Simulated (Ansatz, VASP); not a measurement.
# Zn3P2O8 (Zn3P2O8 (C2/c)) in two plane-wave programs, part 2 of 3

Wanted: the spread between two codes on one cell, functional and k mesh. Of the first pair: The structure shown is the start of the Ansatz relaxation below; VASP solves that cell, so the two are compared at the walk's first step.

VASP 6.6.1 and Ansatz 0.2.0.

So far: The starting structure; Ansatz: relaxation, PBEsol.

### 3. VASP: single point, PBEsol, start cell, pair 1

Level of this step: PBEsol; plane waves and PAW (Zn, P, O) (VASP).

The same cell, functional, mesh and smearing now go to VASP, with its own data sets.

Lines of VASP's logs that name or quote its potential files are left out, and so is its time.

INCAR reads:

```
SYSTEM = Zn3P2O8
PREC = Accurate
ENCUT = 520
EDIFF = 1E-06
NELM = 120
ISMEAR = -1
SIGMA = 0.01
LREAL = .FALSE.
ALGO = Normal
GGA = PS
NBANDS = 112
LORBIT = 11
LWAVE = .FALSE.
LCHARG = .FALSE.
ISIF = 2
LASPH = .TRUE.
GGA_COMPAT = .FALSE.
EFERMI = MIDGAP
KPAR = 4
```

POSCAR reads:

```
Zn3P2O8
1.0
    4.0950260000     -2.8205220000      0.0000000000
    4.0950260000      2.8205220000      0.0000000000
   -3.8570170000      0.0000000000     14.4602640000
Zn P O
6 4 16
Direct
    0.1763119380      0.2874454712      0.9316835778
    0.2535179658      0.7464818836      0.7500000346
    0.2874456218      0.1763117874      0.4316835778
    0.7125543782      0.8236879114      0.5683164912
    0.7464820342      0.2535178152      0.2500000345
    0.8236880620      0.7125542276      0.0683164912
    0.0888936001      0.2298928814      0.6287032000
    0.9111064000      0.7701068174      0.3712968691
    0.7701069680      0.9111062494      0.8712968691
    0.2298930320      0.0888934494      0.1287032000
    0.9632683048      0.0225022250      0.1461187361
    0.3698501559      0.2122508091      0.2207232524
    0.4259585814      0.8125425453      0.0790353828
    0.0225023756      0.9632681542      0.6461187361
    0.0367316952      0.9774974738      0.8538813330
    0.2122509597      0.3698500053      0.7207232524
    0.9774976244      0.0367315446      0.3538813330
    0.5740414186      0.1874571534      0.9209646864
    0.7877490403      0.6301496935      0.2792768168
    0.3216134329      0.1104438605      0.5624164606
    0.1874573040      0.5740412680      0.4209646863
    0.6783865671      0.8895558383      0.4375836084
    0.1104440111      0.3216132823      0.0624164606
    0.8125426959      0.4259584307      0.5790353828
    0.8895559889      0.6783864165      0.9375836084
    0.6301498441      0.7877488897      0.7792768167
```

KPOINTS reads:

```
Automatic mesh
0
Gamma
6 6 2
0 0 0
```

The projector-augmented-wave data sets are Zn, P and O (PBE family, release 64).

Run with:

```bash
> mpirun -np 4 vasp_std
```

Numbers of over 12 decimals in the logs are rounded to 6 here.

Log:

```text
[banner, memory and clock lines left out]
running    4 mpi-ranks, on    1 nodes
 distrk:  each k-point on    1 cores,    4 groups
 distr:  one band on    1 cores,    1 groups

 POSCAR found type information on POSCAR ZnP O
 POSCAR found :  3 types and      26 ions
|                                                                             |
|               ----> ADVICE to this user running VASP <----                  |
|                                                                             |
|     You have a (more or less) 'large supercell' and for larger cells it     |
|     might be more efficient to use real-space projection operators.         |
|     Therefore, try LREAL= Auto in the INCAR file.                           |
|     Mind: For very accurate calculation, you might also keep the            |
|     reciprocal projection scheme (i.e. LREAL=.FALSE.).                      |
|                                                                             |

|                                                                             |
|               ----> ADVICE to this user running VASP <----                  |
|                                                                             |
|     You enforced a specific xc type in the INCAR file but a different       |
|     [... a line on the potential file left out ...]
|     I HOPE YOU KNOW WHAT YOU ARE DOING!                                     |
|                                                                             |

 LDA part: xc-table for (Slater+PW92), standard interpolation
 POSCAR, INCAR and KPOINTS ok, starting setup
 FFT: planning ... GRIDC
 FFT: planning ... GRID_SOFT
 FFT: planning ... GRID
 WAVECAR not read
 entering main loop
       N       E                     dE             d eps       ncg     rms          rms(c)
DAV:   1     0.260315774783E+04    0.26032E+04   -0.86082E+04  5824   0.201E+03
DAV:   2     0.321409747093E+03   -0.22817E+04   -0.21742E+04  6256   0.563E+02
DAV:   3    -0.154672001395E+03   -0.47608E+03   -0.46441E+03  6328   0.244E+02
DAV:   4    -0.188326789042E+03   -0.33655E+02   -0.33396E+02  6816   0.729E+01
DAV:   5    -0.189063271169E+03   -0.73648E+00   -0.73384E+00  7000   0.108E+01    0.490E+01
DAV:   6    -0.165804871885E+03    0.23258E+02   -0.73106E+01  8656   0.703E+01    0.280E+01
DAV:   7    -0.167376326066E+03   -0.15715E+01   -0.28348E+01  6616   0.175E+01    0.108E+01
DAV:   8    -0.167094007797E+03    0.28232E+00   -0.42339E+00  7856   0.213E+01    0.359E+00
DAV:   9    -0.167024718630E+03    0.69289E-01   -0.91306E-01  8704   0.169E+01    0.149E+00
DAV:  10    -0.167041813334E+03   -0.17095E-01   -0.23370E-01  6688   0.168E+00    0.718E-01
DAV:  11    -0.167038488611E+03    0.33247E-02   -0.41215E-02  7720   0.356E+00    0.226E-01
DAV:  12    -0.167040402149E+03   -0.19135E-02   -0.12125E-02  8632   0.582E-01    0.120E-01
DAV:  13    -0.167040282315E+03    0.11983E-03   -0.17393E-03  8296   0.467E-01    0.719E-02
DAV:  14    -0.167040214629E+03    0.67686E-04   -0.61962E-04  8696   0.288E-01    0.371E-02
DAV:  15    -0.167040222637E+03   -0.80084E-05   -0.26698E-04  8736   0.143E-01    0.193E-02
DAV:  16    -0.167040229478E+03   -0.68410E-05   -0.76653E-05  6768   0.508E-02    0.814E-03
DAV:  17    -0.167040230815E+03   -0.13367E-05   -0.82931E-06  6416   0.159E-02    0.698E-03
DAV:  18    -0.167040231918E+03   -0.11033E-05   -0.23201E-06  4920   0.334E-02    0.588E-03
DAV:  19    -0.167040231432E+03    0.48602E-06   -0.36070E-06  5704   0.405E-02
   1 F= -.16704023E+03 E0= -.16704023E+03  d E =0.000000E+00
```

OUTCAR, selected parts (step 3):

```text
ion  position               nearest neighbor table
   1  0.176  0.287  0.932-  18 1.89  25 1.96  15 1.97  23 2.01   6 2.96
   2  0.254  0.746  0.750-  16 1.90  26 1.90  15 1.99  14 1.99
   3  0.287  0.176  0.432-  21 1.89  22 1.96  17 1.97  20 2.01   4 2.96
   4  0.713  0.824  0.568-  24 1.89  20 1.96  14 1.97  22 2.01   3 2.96
   5  0.746  0.254  0.250-  19 1.90  12 1.90  11 1.99  17 1.99
   6  0.824  0.713  0.068-  13 1.89  23 1.96  11 1.97  25 2.01   1 2.96
   7  0.089  0.230  0.629-  16 1.52  24 1.52  20 1.56  14 1.56
   8  0.911  0.770  0.371-  19 1.52  21 1.52  22 1.56  17 1.56
   9  0.770  0.911  0.871-  26 1.52  18 1.52  25 1.56  15 1.56
  10  0.230  0.089  0.129-  12 1.52  13 1.52  23 1.56  11 1.56
  11  0.963  0.023  0.146-  10 1.56   6 1.97   5 1.99
  12  0.370  0.212  0.221-  10 1.52   5 1.90
  13  0.426  0.813  0.079-  10 1.52   6 1.89
  14  0.023  0.963  0.646-   7 1.56   4 1.97   2 1.99
  15  0.037  0.977  0.854-   9 1.56   1 1.97   2 1.99
  16  0.212  0.370  0.721-   7 1.52   2 1.90
  17  0.977  0.037  0.354-   8 1.56   3 1.97   5 1.99
  18  0.574  0.187  0.921-   9 1.52   1 1.89
  19  0.788  0.630  0.279-   8 1.52   5 1.90
  20  0.322  0.110  0.562-   7 1.56   4 1.96   3 2.01
  21  0.187  0.574  0.421-   8 1.52   3 1.89
  22  0.678  0.890  0.438-   8 1.56   3 1.96   4 2.01
  23  0.110  0.322  0.062-  10 1.56   6 1.96   1 2.01
  24  0.813  0.426  0.579-   7 1.52   4 1.89
  25  0.890  0.678  0.938-   9 1.56   1 1.96   6 2.01
  26  0.630  0.788  0.779-   9 1.52   2 1.90

  LATTYP: Found a base centered monoclinic cell.
 ALAT       =     8.1900520000
 B/A-ratio  =     0.6887677880
 C/A-ratio  =     1.8273170383
 COS(beta)  =    -0.2577217016

 Subroutine GETGRP returns: Found  4 space group operations
 (whereof  2 operations were pure point group operations)

The static configuration has the point symmetry S_2 .
 The point group associated with its full space group is C_2h.

 Found     26 irreducible k-points:

   k-points           NKPTS =     26   k-points in BZ     NKDIM =     26   number of bands    NBANDS=    112

   dimension x,y,z NGX =    40 NGY =   40 NGZ =  112
   dimension x,y,z NGXF=    80 NGYF=   80 NGZF=  224

   ENCUT  =  520.0 eV  38.22 Ry    6.18 a.u.   9.25  9.25 27.83*2*pi/ulx,y,z

   NELECT =     188.0000    total number of electrons

 k-points in reciprocal lattice and weights: Automatic mesh
   0.00000000  0.00000000  0.00000000       0.014
   0.16666667  0.00000000 -0.00000000       0.056
   0.33333333  0.00000000  0.00000000       0.056
   0.50000000  0.00000000 -0.00000000       0.028
   0.16666667  0.16666667  0.00000000       0.028
   0.33333333  0.16666667 -0.00000000       0.056
   0.50000000  0.16666667  0.00000000       0.056
  -0.33333333  0.16666667 -0.00000000       0.056
  -0.16666667  0.16666667  0.00000000       0.028
[...]
-0.33333333  0.33333333  0.50000000       0.028
   0.50000000  0.50000000  0.50000000       0.014

 average (electrostatic) potential at core
       1 -36.0057       2 -35.8363       3 -36.0057       4 -36.0057       5 -35.8363
       6 -36.0057       7 -88.1957       8 -88.1957       9 -88.1957      10 -88.1957
      11 -73.8848      12 -73.1361      13 -73.2409      14 -73.8848      15 -73.8847
      16 -73.1361      17 -73.8848      18 -73.2409      19 -73.1361      20 -73.7651
      21 -73.2409      22 -73.7652      23 -73.7651      24 -73.2409      25 -73.7652
      26 -73.1361

 E-fermi :   2.2183

 k-point     1 :       0.0000    0.0000    0.0000
  band No.  band energies     occupation
    ...
     90      -0.1388      2.00000
     91      -0.1114      2.00000
     92       0.1193      2.00000
     93       0.2715      2.00000
     94       0.4437      2.00000
     95       3.9928      0.00000
     96       5.1374      0.00000
     97       5.2109      0.00000
     98       6.5503      0.00000
     99       7.8070      0.00000
    ...

 k-point     2 :       0.1667    0.0000   -0.0000
  band No.  band energies     occupation
    ...
     90      -0.1591      2.00000
     91      -0.0417      2.00000
     92       0.0925      2.00000
     93       0.2091      2.00000
     94       0.3837      2.00000
     95       4.4083      0.00000
     96       5.2919      0.00000
     97       5.5849      0.00000
     98       6.7296      0.00000
     99       7.6034      0.00000
    ...

 k-point     3 :       0.3333    0.0000    0.0000
  band No.  band energies     occupation
    ...
     90      -0.0474      2.00000
     91      -0.0123      2.00000
     92       0.1469      2.00000
     93       0.1749      2.00000
     94       0.3046      2.00000
     95       5.3373      0.00000
     96       5.8135      0.00000
     97       6.3309      0.00000
     98       6.9173      0.00000
     99       7.3722      0.00000
    ...

  Total        3.8819855      3.7860632      5.2217030      0.0000000      0.0000000     -0.0050426
  in kB       18.6196758     18.1595912     25.0455388      0.0000000      0.0000000     -0.0241862
  external PRESSURE =      20.6082686 kB  Pullay stress =       0.0000000 kB

  energy-cutoff  :      520.00
  volume of cell :      334.04
      direct lattice vectors                 reciprocal lattice vectors
     4.095026000 -2.820522000  0.000000000     0.122099347 -0.177272150  0.032567819
     4.095026000  2.820522000  0.000000000     0.122099347  0.177272150  0.032567819
    -3.857017000  0.000000000 14.460264000     0.000000000  0.000000000  0.069155031

 POSITION                                       TOTAL-FORCE (eV/Angst)
 -----------------------------------------------------------------------------------
     -1.69442      0.31345     13.47239         0.012311     -0.049950      0.004775
      1.20226      1.39042     10.84520        -0.000000     -0.040976     -0.000000
      0.23409     -0.31346      6.24226         0.012311      0.049950      0.004775
      4.09895      0.31345      8.21801        -0.012311     -0.049950     -0.004775
      3.13077     -1.39042      3.61507         0.000000      0.040976     -0.000000
      6.02745     -0.31346      0.98787        -0.012311      0.049950     -0.004775
     -1.11948      0.39769      9.09121         0.082387      0.063730      0.011584
      5.45251     -0.39769      5.36905        -0.082387     -0.063730     -0.011584
      3.52401      0.39769     12.59918        -0.082387      0.063730     -0.011584
      0.80903     -0.39769      1.86108         0.082387     -0.063730      0.011584
      3.47317     -2.65345      2.11292        -0.467195      0.163119      0.101792
      1.53239     -0.44451      3.19172         0.282546     -0.020619      0.531073
      4.76685      1.09037      1.14287        -0.048200     -0.512875     -0.288530
      1.54467      2.65345      9.34305        -0.467195     -0.163119      0.101792
      0.85986      2.65345     12.34735         0.467195     -0.163119     -0.101792
     -0.39612      0.44451     10.42185         0.282546      0.020619      0.531073
      2.78837     -2.65345      5.11722         0.467195      0.163119     -0.101792
     -0.43382     -1.09037     13.31739         0.048200      0.512875      0.288530
      4.72916     -0.44451      4.03842        -0.282546     -0.020619     -0.531073
     -0.39996     -0.59561      8.13269         0.264011     -0.393638     -0.366266
      1.49469      1.09037      6.08726         0.048200     -0.512875      0.288530
      4.73300      0.59561      6.32757        -0.264011      0.393638      0.366266
      1.52854      0.59561      0.90256         0.264011      0.393638     -0.366266
      2.83834     -1.09037      8.37300        -0.048200      0.512875     -0.288530
      2.80449     -0.59561     13.55771        -0.264011     -0.393638      0.366266
      2.80065      0.44451     11.26855        -0.282546      0.020619     -0.531073
 -----------------------------------------------------------------------------------
    total drift:                                0.010430      0.003386     -0.004935

  FREE ENERGIE OF THE ION-ELECTRON SYSTEM (eV)
  ---------------------------------------------------
  free  energy   TOTEN  =      -167.0402314323 eV

  energy  without entropy=     -167.0402314323  energy(sigma->0) =     -167.04023143

 total charge
# of ion       s       p       d       tot
------------------------------------------
    1        0.420   0.464   9.917  10.801
    2        0.426   0.484   9.921  10.831
    3        0.420   0.464   9.917  10.801
    4        0.420   0.464   9.917  10.801
    5        0.426   0.484   9.921  10.831
    6        0.420   0.464   9.917  10.801
    7        0.916   1.535   0.000   2.450
    8        0.916   1.535   0.000   2.450
    9        0.916   1.535   0.000   2.450
   10        0.916   1.535   0.000   2.450
   11        1.548   3.598   0.000   5.146
   12        1.558   3.591   0.000   5.148
   13        1.556   3.590   0.000   5.146
   14        1.548   3.598   0.000   5.146
   15        1.548   3.598   0.000   5.146
   16        1.558   3.591   0.000   5.148
   17        1.548   3.598   0.000   5.146
   18        1.556   3.590   0.000   5.146
   19        1.558   3.591   0.000   5.148
   20        1.548   3.603   0.000   5.151
   21        1.556   3.590   0.000   5.146
   22        1.548   3.603   0.000   5.151
   23        1.548   3.603   0.000   5.151
   24        1.556   3.590   0.000   5.146
   25        1.548   3.603   0.000   5.151
   26        1.558   3.591   0.000   5.148
--------------------------------------------------
tot         31.036  66.491  59.508 157.034

[... 3 further parts left out ...]
```

The run ends at a pressure of 2.06 GPa, with forces up to 0.60 eV/Å.

### 4. Side by side

Known differences besides the potentials themselves: the cutoff is 420 eV in Ansatz and 520 eV in VASP; Ansatz makes its cores anew for this functional, VASP keeps those of its PBE data sets. Total energies have different zeros and are not compared.

Forces on 7 of the 26 atoms, those with the largest forces and the largest differences (eV/Å; atoms numbered as in POSCAR):

```csv
atom,"Ansatz x, y, z","VASP x, y, z"
O13,"-0.014, -0.561, -0.298","-0.048, -0.513, -0.289"
O18,"0.014, 0.561, 0.298","0.048, 0.513, 0.289"
O20,"0.296, -0.441, -0.407","0.264, -0.394, -0.366"
O22,"-0.296, 0.441, 0.407","-0.264, 0.394, 0.366"
O23,"0.296, 0.441, -0.407","0.264, 0.394, -0.366"
O24,"-0.014, 0.561, -0.298","-0.048, 0.513, -0.289"
O25,"-0.296, -0.441, 0.407","-0.264, -0.394, 0.366"
```

The forces differ by 27 meV/Å r.m.s., which is 10.2 % of the r.m.s. force of 0.262 eV/Å (both taken over all components).

### 5. Ansatz: relaxation, PBEsol

This run makes the geometry at which the two programs are then compared. The cell compared in this pair holds 339.28 Å³, against 334.04 Å³ for the pair before.

The structure compared here is the end of the Ansatz relaxation.

input.yaml reads:

```yaml
crystal:
  lattice:
    - [4.0950256, -2.8205223, 0.0]
    - [4.0950256, 2.8205223, 0.0]
    - [-3.8570174, 0.0, 14.4602642]
  atoms:
    - { symbol: Zn, position: [0.17631198, 0.28744558, 0.93168354] }
    - { symbol: Zn, position: [0.25351802, 0.74648198, 0.75] }
    - { symbol: Zn, position: [0.28744558, 0.17631198, 0.43168354] }
    - { symbol: Zn, position: [0.71255442, 0.82368802, 0.56831646] }
    - { symbol: Zn, position: [0.74648198, 0.25351802, 0.25] }
    - { symbol: Zn, position: [0.82368802, 0.71255442, 0.06831646] }
    - { symbol: P, position: [0.08889367, 0.22989293, 0.62870316] }
    - { symbol: P, position: [0.91110633, 0.77010707, 0.37129684] }
    - { symbol: P, position: [0.77010707, 0.91110633, 0.87129684] }
    - { symbol: P, position: [0.22989293, 0.08889367, 0.12870316] }
    - { symbol: O, position: [0.96326818, 0.02250248, 0.14611872] }
    - { symbol: O, position: [0.36985004, 0.21225102, 0.22072324] }
    - { symbol: O, position: [0.42595865, 0.81254262, 0.07903534] }
    - { symbol: O, position: [0.02250248, 0.96326818, 0.64611872] }
    - { symbol: O, position: [0.03673182, 0.97749752, 0.85388128] }
    - { symbol: O, position: [0.21225102, 0.36985004, 0.72072324] }
    - { symbol: O, position: [0.97749752, 0.03673182, 0.35388128] }
    - { symbol: O, position: [0.57404135, 0.18745738, 0.92096466] }
    - { symbol: O, position: [0.78774898, 0.63014996, 0.27927676] }
    - { symbol: O, position: [0.32161338, 0.11044395, 0.56241642] }
    - { symbol: O, position: [0.18745738, 0.57404135, 0.42096466] }
    - { symbol: O, position: [0.67838662, 0.88955605, 0.43758358] }
    - { symbol: O, position: [0.11044395, 0.32161338, 0.06241642] }
    - { symbol: O, position: [0.81254262, 0.42595865, 0.57903534] }
    - { symbol: O, position: [0.88955605, 0.67838662, 0.93758358] }
    - { symbol: O, position: [0.63014996, 0.78774898, 0.77927676] }
basis:
  ecutwfc: 420
  xc_grid: 2
hamiltonian:
  xc: pbesol
kpoints:
  mp_grid: { grid: [6, 6, 2] }
scf:
  occupations: { method: fermi_dirac, width: 0.01 }
  max_iter: 150
output:
  forces: true
  stress: true
relax:
  f_tol: 0.01
  max_steps: 60
  cell: {}
checkpoint:
  write: "../pbesol.run"
  compress: false
  write_wavefunctions: false
  write_every: 100000
```

Run with:

```bash
> ansatz run input.yaml --threads 4 --pin off --max-ram 5652MiB --backend cpu --events-out ev --progress --plain --runs-dir out
```

Log:

```text
[...]
Crystal: 26 atoms, lattice volume = 334.035 Å³
Basis set: ecut = 420 eV, 6531 PW (Γ), exchange–correlation on 72×72×216 points (8 copies of the dense FFT grid, shifted against one another)
Bands: 120, of which v1, the nominal top of the filled ones, is band 94 counted from 1 (93 counted from 0)
Symmetry: 4 space group operations
[...]
k-points: 26 of 72
[...]
- { symbol: O, position: [0.218810, 0.373046, 0.719193] }
    - { symbol: O, position: [0.977678, 0.030664, 0.353095] }
    - { symbol: O, position: [0.567165, 0.185624, 0.921388] }
[...]
- { symbol: O, position: [0.107496, 0.325406, 0.061728] }
    - { symbol: O, position: [0.814376, 0.432835, 0.578612] }
    - { symbol: O, position: [0.892504, 0.674594, 0.938272] }
    - { symbol: O, position: [0.626954, 0.781190, 0.780807] }
[key lines of the parts left out:]
SCF converged after 6 iterations
Free energy (F): -31629.786558 eV
Fermi energy:    5.537933 eV
P = ⅓ Tr σ = 0.0078 GPa (0.078 kbar)
```

(Part 2 of 3 ends here.)

[Lines on the potential files, build, host, timing and source positions are cut from VASP's logs without a mark.]

[Logs are printed without paths, hosts, clocks, repeated set-up lines and the standing remarks that a program may print on its own settings, such as how far it seeks lower states.]

[Hosts, paths, dates, database ids (printed as entryN), source tags and the programs' standing remarks are cut or masked in the printed files.]
